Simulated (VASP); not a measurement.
Input for VASP

KPOINTS:
```
Automatic mesh
0
gamma
 10 10 5
0 0 0
```

File POSCAR:
```
TiTe2
1
    3.8418010000     0.0000000000     0.0000000000
   -1.9209010000     3.3270980000     0.0000000000
    0.0000000000     0.0000000000     6.7491540000
Ti Te
1 2
Direct
  0.0000000000   0.0000000000   0.0000000000
  0.6666670000   0.3333330000   0.7498300000
  0.3333330000   0.6666670000   0.2501700000
```

**INCAR**
```
ALGO  =  Normal
EDIFF  =  1E-6
ENCUT  =  300
ISIF  =  2
ISMEAR  =  0
LASPH  =  .TRUE.
LCHARG  =  .FALSE.
LMAXMIX  =  4
LREAL  =  .FALSE.
LWAVE  =  .FALSE.
NELM  =  100
PREC  =  Accurate
SIGMA  =  0.2
SYSTEM  =  TiTe2
```

POTCAR, in this order: Ti_sv Te (LDA.64 set). Program: vasp_std.

Question: Write an equivalent input for Ansatz.

Answer: One equivalent input (not run):
Ansatz 0.2 input:
```yaml
crystal:
  lattice:
    - [3.8418010, 0.0000000, 0.0000000]
    - [-1.9209010, 3.3270980, 0.0000000]
    - [0.0000000, 0.0000000, 6.7491540]
  atoms:
    - { symbol: Ti, position: [0.0000000, 0.0000000, 0.0000000] }
    - { symbol: Te, position: [0.6666670, 0.3333330, 0.7498300] }
    - { symbol: Te, position: [0.3333330, 0.6666670, 0.2501700] }
kpoints:
  mp_grid: { grid: [10, 10, 5] }
hamiltonian:
  xc: lda
  pseudopotentials: { kind: paw }
scf:
  occupations: { method: gaussian, width: 0.2 }
  max_iter: 100
output: { forces: true, stress: true, eigenvalues: true }
```
Limits of the translation: each code has its own PAW files, so the cut-off isn't converted (ENCUT is set for VASP's; basis.ecutwfc is left out, and Ansatz then takes the one that its files recommend); Ansatz stops its SCF on the density residual and VASP on the energy change (EDIFF); Ansatz's lda is the Perdew-Wang form, while the LDA potentials of VASP carry Perdew-Zunger's.

The structure comes from a computed database's TiTe2 entry; how it stands against other phases isn't given here. The cell was not relaxed at this level.
